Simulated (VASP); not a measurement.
Data:

```
BiGa
1.0
    0.00000     3.12980     3.12980
    3.12980     0.00000     3.12980
    3.12980     3.12980     0.00000
Bi Ga
1 1
Direct
  0.25000   0.25000   0.25000
  0.00000   0.00000   0.00000
```

Method: LDA (Ceperley-Alder, Perdew-Zunger), VASP's LDA PAW potentials (set 64) (plane waves; VASP 6.6.1). Numerical set-up: 400 eV cut-off, Gaussian smearing of 0.050 eV, potentials Bi_d Ga_d.

Give the energies of bands 12 to 17 at the high-symmetry points, in eV from the Fermi level.

```
band      Γ      X      U      L      W
----  -----  -----  -----  -----  -----
12    -1.58  -6.78  -6.63  -6.45  -6.64
13     0.14  -2.47  -3.49  -1.05  -3.25
14     0.14  -2.47  -2.09  -1.05  -2.99
15     0.14   0.90   1.23  -0.27   3.59
16     2.79   1.00   3.67   3.82   3.69
17     2.79   8.41   6.14   3.82   4.38
```

It has no gap at this level: it comes out as a metal or semimetal.

The structure was generated: GaBi was put into the zincblende type (F-43m), which need not be its known phase. It was relaxed first, which changed the volume by -8 %.
